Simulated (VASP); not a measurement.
# BaGaH5 (space group Pmn2_1): computed properties

All values below come from r2SCAN meta-GGA, VASP's PBE PAW potentials (set 64) (plane waves; VASP).

```json
{
 "space_group": "Pmn2_1 (31)",
 "cell": "a = 4.9813 Å, b = 8.5741 Å, c = 4.5637 Å, α = 90.00°, β = 90.00°, γ = 90.00°",
 "volume_per_atom": "13.92 Å^3/atom",
 "band gap (over mesh and band path)": "3.54 eV",
 "smallest direct gap (over mesh and band path)": "3.90 eV",
 "band_edge_character": "indirect, Y to Γ-Z at 0.25",
 "density": "3.61 g/cm³",
 "mean ε∞ (independent particles)": "3.79"
}
```

```cif
data_H10Ba2Ga2
_chemical_formula_sum 'Ba2 Ga2 H10'
_space_group_name_H-M_alt 'P 1'
_space_group_IT_number 1
_cell_length_a 4.98133
_cell_length_b 8.57415
_cell_length_c 4.56366
_cell_angle_alpha 90.000
_cell_angle_beta 90.000
_cell_angle_gamma 90.000
loop_
_space_group_symop_operation_xyz
  'x, y, z'
loop_
_atom_site_label
_atom_site_type_symbol
_atom_site_fract_x
_atom_site_fract_y
_atom_site_fract_z
_atom_site_occupancy
Ba1 Ba 0.50000 0.66183 0.25921 1
Ba2 Ba 0.00000 0.33817 0.75921 1
Ga1 Ga 0.00000 0.85828 0.66898 1
Ga2 Ga 0.50000 0.14172 0.16898 1
H1 H 0.00000 0.84132 0.32225 1
H2 H 0.50000 0.15868 0.82225 1
H3 H 0.74225 0.76373 0.77473 1
H4 H 0.75775 0.23627 0.27473 1
H5 H 0.25775 0.76373 0.77473 1
H6 H 0.24225 0.23627 0.27473 1
H7 H 0.00000 0.02867 0.78802 1
H8 H 0.50000 0.97133 0.28802 1
H9 H 0.00000 0.51677 0.26353 1
H10 H 0.50000 0.48323 0.76353 1
```

The path is coarsely sampled, so an indirect gap can come out somewhat too large. Unless said otherwise, spin-orbit coupling is left out, though it shifts the bands of the heavy elements here.

The structure comes from a computed database's BaGaH5 entry (Pmn2_1); how it stands against other phases isn't given here. It was relaxed first. Symmetry was kept, so distortions that lower it aren't found.
